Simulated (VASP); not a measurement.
Calculation: PBEsol GGA, VASP's PBE PAW potentials (set 64) (plane waves; VASP).

VASP ran on this input.

POSCAR:
```
GaSb
1
    0.0000000000     3.0544226436     3.0544226436
    3.0544226436     0.0000000000     3.0544226436
    3.0544226436     3.0544226436     0.0000000000
Ga Sb
1 1
Direct
  0.0000000000   0.0000000000   0.0000000000
  0.2500000000   0.2500000000   0.2500000000
```

### INCAR
```
# general
SYSTEM   =  GaSb
PREC     =  Accurate
ENCUT    =  400
LREAL    =  F   # projection in real space or not
LASPH    =  T

# electronic loop
EDIFF    =  1E-7   # SCF stop (eV)
NELM     =  100
ALGO     =  Normal   # blocked Davidson
LMAXMIX  =  4   # l cut-off of mixed one-centre charges

# smearing
ISMEAR   =  -5

# functional
GGA      =  PS   # PBEsol

# ions
ISIF     =  2

# output
LWAVE    =  F
LCHARG   =  T
LORBIT   =  11   # lm-projected
NEDOS    =  601   # DOS grid
```

**KPOINTS**
```
Automatic
0
Gamma
12 12 12
```

POTCAR, in this order: Ga_d Sb (PBE.64 set). Program: vasp_std.

What VASP printed:

File OSZICAR:
```
       N       E                     dE             d eps       ncg     rms          rms(c)
DAV:   1     0.682053547283E+02    0.68205E+02   -0.78108E+03  1904   0.144E+03
DAV:   2    -0.335431128250E+01   -0.71560E+02   -0.69953E+02  2047   0.271E+02
DAV:   3    -0.817053408352E+01   -0.48162E+01   -0.48012E+01  2342   0.654E+01
DAV:   4    -0.825201809593E+01   -0.81484E-01   -0.81461E-01  2235   0.961E+00
DAV:   5    -0.825407433683E+01   -0.20562E-02   -0.20562E-02  2424   0.130E+00    0.315E+00
DAV:   6    -0.817993844919E+01    0.74136E-01   -0.97790E-02  2450   0.604E+00    0.186E+00
DAV:   7    -0.815344141203E+01    0.26497E-01   -0.51508E-02  2240   0.230E+00    0.366E-01
DAV:   8    -0.815345154221E+01   -0.10130E-04   -0.52734E-03  2442   0.106E+00    0.950E-02
DAV:   9    -0.815372079565E+01   -0.26925E-03   -0.47341E-04  2051   0.192E-01    0.337E-02
DAV:  10    -0.815372169573E+01   -0.90007E-06   -0.22008E-05  2354   0.414E-02    0.807E-03
DAV:  11    -0.815373204029E+01   -0.10345E-04   -0.12535E-05  2032   0.276E-02    0.356E-03
DAV:  12    -0.815373232459E+01   -0.28430E-06   -0.54782E-07  2192   0.745E-03    0.550E-04
DAV:  13    -0.815373227707E+01    0.47525E-07   -0.39259E-08  1501   0.172E-03
   1 F= -.81537323E+01 E0= -.81537323E+01  d E =0.000000E+00
```

File OUTCAR:
```
------------------------ aborting loop because EDIFF is reached ----------------------------------------
  FORCE on cell =-STRESS in cart. coord.  units (eV):
  Direction    XX          YY          ZZ          XY          YZ          ZX
  --------------------------------------------------------------------------------------
  Total       -0.0061904     -0.0061904     -0.0061904     -0.0000000      0.0000000     -0.0000000
  in kB       -0.1740245     -0.1740245     -0.1740245     -0.0000000      0.0000000     -0.0000000
  external PRESSURE =      -0.1740245 kB  Pullay stress =       0.0000000 kB
  volume of cell :       56.99
      direct lattice vectors                 reciprocal lattice vectors
     0.000000000  3.054422644  3.054422644    -0.163697058  0.163697058  0.163697058
     3.054422644  0.000000000  3.054422644     0.163697058 -0.163697058  0.163697058
     3.054422644  3.054422644  0.000000000     0.163697058  0.163697058 -0.163697058
  FREE ENERGIE OF THE ION-ELECTRON SYSTEM (eV)
  ---------------------------------------------------
  free  energy   TOTEN  =        -8.1537322771 eV

  energy  without entropy=       -8.1537322771  energy(sigma->0) =       -8.15373228

 total charge

# of ion       s       p       d       tot
------------------------------------------
    1        0.910   0.769   9.963  11.642
    2        1.131   1.338   0.028   2.497
--------------------------------------------------
tot          2.042   2.107   9.991  14.139
```
(Selected blocks of OUTCAR.)

The compound is GaSb in the zinc blende structure. It was relaxed first.
